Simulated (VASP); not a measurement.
Level of theory: r2SCAN meta-GGA, VASP's PBE PAW potentials (set 64) (plane waves; VASP 6.6.1).

The input files of a VASP run:

POSCAR:
```
Al3Sc
1
    4.0641805088     0.0000000000     0.0000000000
    0.0000000000     4.0846035265     0.0000000000
    0.0000000000     0.0000000000     4.0846035265
Sc Al
1 3
Direct
  0.0000000000   0.0000000000   0.0000000000
  0.0000000000   0.5000000000   0.5000000000
  0.5000000000   0.0000000000   0.5000000000
  0.5000000000   0.5000000000   0.0000000000
```

File KPOINTS:
```
K-points
0
gamma
8 8 8
```

**INCAR**
```
ALGO = Normal
EDIFF = 1E-7
EDIFFG = -0.01
ENCUT = 480
IBRION = 2
ISIF = 2
ISMEAR = 1
LASPH = T
LCHARG = F
LMAXMIX = 4
LMIXTAU = T
LREAL = F
LWAVE = F
METAGGA = R2SCAN
NELM = 100
NSW = 30
PREC = Accurate
SIGMA = 0.1
SYSTEM = Al3Sc
```

POTCAR, in this order: Sc_sv Al (PBE.64 set). Program: vasp_std.

Output of the run:

**OSZICAR**
```
       N       E                     dE             d eps       ncg     rms          rms(c)
DAV:   1     0.100679951684E+03    0.10068E+03   -0.83558E+03  2100   0.126E+03
DAV:   2    -0.292125730624E+02   -0.12989E+03   -0.12789E+03  2124   0.375E+02
DAV:   3    -0.370468001631E+02   -0.78342E+01   -0.74715E+01  3230   0.749E+01
DAV:   4    -0.372030314765E+02   -0.15623E+00   -0.15576E+00  2942   0.113E+01
DAV:   5    -0.372071491257E+02   -0.41176E-02   -0.41166E-02  3032   0.186E+00    0.122E+01
DAV:   6    -0.335968518835E+02    0.36103E+01   -0.56585E+00  2936   0.381E+01    0.445E+00
DAV:   7    -0.332382659300E+02    0.35859E+00   -0.54652E-01  2486   0.778E+00    0.216E+00
DAV:   8    -0.334583655679E+02   -0.22010E+00   -0.65651E-01  2842   0.763E+00    0.762E-01
DAV:   9    -0.334463755342E+02    0.11990E-01   -0.12668E-01  2732   0.470E+00    0.346E-01
DAV:  10    -0.335089675741E+02   -0.62592E-01   -0.11969E-01  3008   0.429E+00    0.247E-01
DAV:  11    -0.335059162140E+02    0.30514E-02   -0.12825E-02  3318   0.169E+00    0.183E-01
DAV:  12    -0.335082612691E+02   -0.23451E-02   -0.38752E-03  2794   0.773E-01    0.318E-02
DAV:  13    -0.335085150998E+02   -0.25383E-03   -0.66290E-04  2858   0.290E-01    0.212E-02
DAV:  14    -0.335085081430E+02    0.69568E-05   -0.12437E-04  3258   0.153E-01    0.110E-02
DAV:  15    -0.335085543237E+02   -0.46181E-04   -0.44157E-05  2526   0.880E-02    0.620E-03
DAV:  16    -0.335085543737E+02   -0.49985E-07   -0.13107E-05  2770   0.481E-02    0.503E-03
DAV:  17    -0.335085607760E+02   -0.64024E-05   -0.79564E-06  2622   0.391E-02    0.161E-03
DAV:  18    -0.335085610310E+02   -0.25500E-06   -0.15401E-07  2088   0.425E-03    0.135E-03
DAV:  19    -0.335085616624E+02   -0.63136E-06   -0.63589E-07  2338   0.833E-03    0.692E-04
DAV:  20    -0.335085617063E+02   -0.43901E-07   -0.27980E-08  1302   0.221E-03
   1 F= -.33508562E+02 E0= -.33508166E+02  d E =-.335086E+02
```

OUTCAR:
```
------------------------ aborting loop because EDIFF is reached ----------------------------------------
  FORCE on cell =-STRESS in cart. coord.  units (eV):
  Direction    XX          YY          ZZ          XY          YZ          ZX
  --------------------------------------------------------------------------------------
  Total        0.4444969      0.1242523      0.1242523      0.0000000      0.0000000      0.0000000
  in kB       10.5028339      2.9359071      2.9359071      0.0000000      0.0000000      0.0000000
  external PRESSURE =       5.4582160 kB  Pullay stress =       0.0000000 kB
  volume of cell :       67.81
      direct lattice vectors                 reciprocal lattice vectors
     4.064180509  0.000000000  0.000000000     0.246052063  0.000000000  0.000000000
     0.000000000  4.084603526  0.000000000     0.000000000  0.244821803  0.000000000
     0.000000000  0.000000000  4.084603526     0.000000000  0.000000000  0.244821803
 POSITION                                       TOTAL-FORCE (eV/Angst)
 -----------------------------------------------------------------------------------
      0.00000      0.00000      0.00000         0.000000      0.000000      0.000000
      0.00000      2.04230      2.04230         0.000000      0.000000      0.000000
      2.03209      0.00000      2.04230         0.000000      0.000000      0.000000
      2.03209      2.04230      0.00000         0.000000      0.000000      0.000000
 -----------------------------------------------------------------------------------
    total drift:                               -0.000000     -0.000000      0.000000
  FREE ENERGIE OF THE ION-ELECTRON SYSTEM (eV)
  ---------------------------------------------------
  free  energy   TOTEN  =       -33.5085617063 eV

  energy  without entropy=      -33.5073733634  energy(sigma->0) =      -33.50816559

 reached required accuracy - stopping structural energy minimisation
```
(Selected blocks of OUTCAR.)

The compound is Al3Sc in the L1_2 structure. This cell was strained or had an atom moved on purpose.
